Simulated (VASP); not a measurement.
Calculation: PBEsol GGA, VASP's PBE PAW potentials (set 64) (plane waves; VASP 6.6.1).

The input files of a VASP run:

KPOINTS:
```
k-points along high-symmetry lines
15
Line-mode
Reciprocal
  0.000000   0.000000   0.000000 ! GAMMA
 -0.500000  -0.500000   0.000000 ! X

 -0.500000  -0.500000   0.000000 ! X
 -0.375000  -0.375000   0.250000 ! U

 -0.375000   0.000000   0.375000 ! K
  0.000000   0.000000   0.000000 ! GAMMA

  0.000000   0.000000   0.000000 ! GAMMA
  0.000000   0.000000   0.500000 ! L

  0.000000   0.000000   0.500000 ! L
 -0.500000  -0.250000   0.250000 ! W

 -0.500000  -0.250000   0.250000 ! W
 -0.500000  -0.500000   0.000000 ! X
```

POSCAR:
```
GaN
2.2479730
  0.0000000000   1.0000000824   1.0000000824
  1.0000000824   0.0000000000   1.0000000824
  1.0000000824   1.0000000824   0.0000000000
Ga N
1 1
Cartesian
  0.0000000000   0.0000000000   0.0000000000
  1.5000001236   1.5000001236   1.5000001236
```

**INCAR**
```
! general
SYSTEM  = GaN
PREC    = Accurate
ENCUT   = 520   ! plane-wave cut-off (eV)
LREAL   = .FALSE.   ! projection in real space or not
LASPH   = .TRUE.
ICHARG  = 11   ! fixed density

! electronic loop
EDIFF   = 1E-7
NELM    = 100   ! most electronic steps
ALGO    = Normal
LMAXMIX = 4   ! l cut-off of mixed one-centre charges

! smearing
ISMEAR  = 0   ! Gaussian
SIGMA   = 0.05   ! width (eV)

! functional
GGA     = PS   ! PBEsol

! output
LWAVE   = .FALSE.
LCHARG  = .FALSE.
LORBIT  = 11
```

POTCAR, in this order: Ga_d N (PBE.64 set). Program: vasp_std. Read from the step before: CHGCAR.

Output

### OSZICAR
```
       N       E                     dE             d eps       ncg     rms          rms(c)
DAV:   1     0.827886960765E+02    0.82789E+02   -0.96998E+03  2484   0.251E+03
DAV:   2    -0.565620104645E+01   -0.88445E+02   -0.83372E+02  2710   0.356E+02
DAV:   3    -0.117754147958E+02   -0.61192E+01   -0.60836E+01  2545   0.829E+01
DAV:   4    -0.118719598094E+02   -0.96545E-01   -0.96496E-01  2853   0.110E+01
DAV:   5    -0.118734523794E+02   -0.14926E-02   -0.14925E-02  2520   0.116E+00
DAV:   6    -0.118735047289E+02   -0.52349E-04   -0.52349E-04  3219   0.196E-01
DAV:   7    -0.118735055817E+02   -0.85284E-06   -0.85285E-06  2568   0.200E-02
DAV:   8    -0.118735056070E+02   -0.25306E-07   -0.25297E-07  2269   0.318E-03
   1 F= -.11873506E+02 E0= -.11873506E+02  d E =-.206787E-18
```

File OUTCAR:
```
 val. band max:        5.2298094490   @ k =   0.0000   0.0000   0.0000

 cond. band min:       6.9599784932   @ k =   0.0000   0.0000   0.0000



 k-point     1 :       0.0000    0.0000    0.0000
  band No.  band energies     occupation
      1     -10.7658      2.00000
      2      -8.1798      2.00000
      3      -8.1798      2.00000
      4      -8.1798      2.00000
      5      -7.8472      2.00000
      6      -7.8472      2.00000
      7       5.2298      2.00000
      8       5.2298      2.00000
      9       5.2298      2.00000
     10       6.9600      0.00000
     11      15.4788      0.00000
     12      15.4788      0.00000
     13      15.4788      0.00000

 k-point     2 :      -0.0357   -0.0357    0.0000
  band No.  band energies     occupation
      1     -10.7457      2.00000
      2      -8.1763      2.00000
      3      -8.1763      2.00000
      4      -8.1760      2.00000
      5      -7.8488      2.00000
      6      -7.8462      2.00000
      7       5.0199      2.00000
      8       5.1862      2.00000
      9       5.1862      2.00000
     10       7.1759      0.00000
     11      15.3533      0.00000
     12      15.5227      0.00000
     13      15.5227      0.00000

 k-point     3 :      -0.0714   -0.0714    0.0000
  band No.  band energies     occupation
      1     -10.6866      2.00000
      2      -8.1660      2.00000
      3      -8.1660      2.00000
      4      -8.1639      2.00000
      5      -7.8532      2.00000
      6      -7.8432      2.00000
      7       4.5606      2.00000
      8       5.0596      2.00000
      9       5.0596      2.00000
     10       7.6495      0.00000
     11      15.0126      0.00000
     12      15.6513      0.00000
     13      15.6513      0.00000

 k-point     4 :      -0.1071   -0.1071    0.0000
  band No.  band energies     occupation
      1     -10.5920      2.00000
      2      -8.1492      2.00000
      3      -8.1492      2.00000
      4      -8.1414      2.00000
...
```

The density is held fixed in this step, so its total energy and stress have no physical meaning.

The structure comes from a computed database's GaN entry (F-43m); how it stands against other phases isn't given here. It was relaxed first.
